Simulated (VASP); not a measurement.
Output of a VASP run:

### OSZICAR
```
       N       E                     dE             d eps       ncg     rms          rms(c)
DAV:   1     0.885609837885E+02    0.88561E+02   -0.74151E+03  4408   0.143E+03
DAV:   2    -0.550444496737E+01   -0.94065E+02   -0.92361E+02  4522   0.369E+02
DAV:   3    -0.693121639098E+01   -0.14268E+01   -0.14087E+01  4648   0.536E+01
DAV:   4    -0.694014516635E+01   -0.89288E-02   -0.89257E-02  4474   0.444E+00
DAV:   5    -0.694025091374E+01   -0.10575E-03   -0.10574E-03  4578   0.475E-01    0.181E+01
DAV:   6    -0.577865085540E+01    0.11616E+01   -0.47422E+00  4420   0.326E+01    0.200E+00
DAV:   7    -0.576232437380E+01    0.16326E-01   -0.20194E-02  4422   0.231E+00    0.112E+00
DAV:   8    -0.575586235158E+01    0.64620E-02   -0.73124E-03  4430   0.145E+00    0.590E-02
DAV:   9    -0.575591192808E+01   -0.49577E-04   -0.73945E-05  4470   0.142E-01    0.363E-02
DAV:  10    -0.575593382710E+01   -0.21899E-04   -0.27164E-05  4404   0.582E-02    0.258E-03
DAV:  11    -0.575593424945E+01   -0.42235E-06   -0.20961E-07  4208   0.696E-03    0.124E-03
DAV:  12    -0.575593476800E+01   -0.51856E-06   -0.65584E-08  2228   0.370E-03    0.493E-04
DAV:  13    -0.575593475777E+01    0.10236E-07   -0.47193E-09  2202   0.110E-03
   1 F= -.57559348E+01 E0= -.57559348E+01  d E =0.000000E+00
```

**OUTCAR**
```
------------------------ aborting loop because EDIFF is reached ----------------------------------------
  FORCE on cell =-STRESS in cart. coord.  units (eV):
  Direction    XX          YY          ZZ          XY          YZ          ZX
  --------------------------------------------------------------------------------------
  Total       -0.0026295     -0.0026295     -0.0026295      0.0000000     -0.0000000      0.0000000
  in kB       -0.3174684     -0.3174684     -0.3174684      0.0000000     -0.0000000      0.0000000
  external PRESSURE =      -0.3174684 kB  Pullay stress =       0.0000000 kB
  volume of cell :       13.27
      direct lattice vectors                 reciprocal lattice vectors
    -1.491452155  1.491452155  1.491452155     0.000000000  0.335243741  0.335243741
     1.491452155 -1.491452155  1.491452155     0.335243741  0.000000000  0.335243741
     1.491452155  1.491452155 -1.491452155     0.335243741  0.335243741  0.000000000
 POSITION                                       TOTAL-FORCE (eV/Angst)
 -----------------------------------------------------------------------------------
      0.00000      0.00000      0.00000        -0.000000     -0.000000      0.000000
 -----------------------------------------------------------------------------------
    total drift:                                0.000000     -0.000000      0.000000
  FREE ENERGIE OF THE ION-ELECTRON SYSTEM (eV)
  ---------------------------------------------------
  free  energy   TOTEN  =        -5.7559347578 eV

  energy  without entropy=       -5.7559347578  energy(sigma->0) =       -5.75593476

 total charge

# of ion       s       p       d       tot
------------------------------------------
    1        2.348   6.220   3.147  11.715
```
(Selected blocks of OUTCAR.)

### POSCAR
```
V
1
   -1.4914521549     1.4914521549     1.4914521549
    1.4914521549    -1.4914521549     1.4914521549
    1.4914521549     1.4914521549    -1.4914521549
V
1
Direct
  0.0000000000   0.0000000000   0.0000000000
```

Write an INCAR and KPOINTS that could have produced this output.

Several could match; the one computed here: the input of the run itself, optB88-vdW, plane waves, VASP's PBE PAW potentials (set 64).

INCAR:
```
PARAM2=0.22
LWAVE=.False.
LASPH=.True.
LCHARG=.True.
EDIFF=1E-7   # SCF stop (eV)
ENCUT=520   # plane-wave cut-off (eV)
GGA=BO
NEDOS=601   # DOS grid
AGGAC=0.0
ISIF=2   # forces and stress, cell fixed
LUSE_VDW=.True.
SYSTEM=V
LMAXMIX=4   # l cut-off of mixed one-centre charges
ISMEAR=-5   # tetrahedra, Bloechl
PARAM1=0.1833333333
NELM=100
LREAL=.False.   # projection in real space or not
LORBIT=11   # lm-projected
ALGO=Normal   # blocked Davidson
PREC=Accurate
```

KPOINTS:
```
Automatic mesh
0
Gamma
19 19 19
0 0 0
```

POTCAR, in this order: V_sv (PBE.64 set). Program: vasp_std.

For a metal the tetrahedron method with Blöchl corrections gives inexact stress and forces.

The compound is V in the bcc structure. It was relaxed first. The run is not spin-polarised, so no magnetic state was tried.
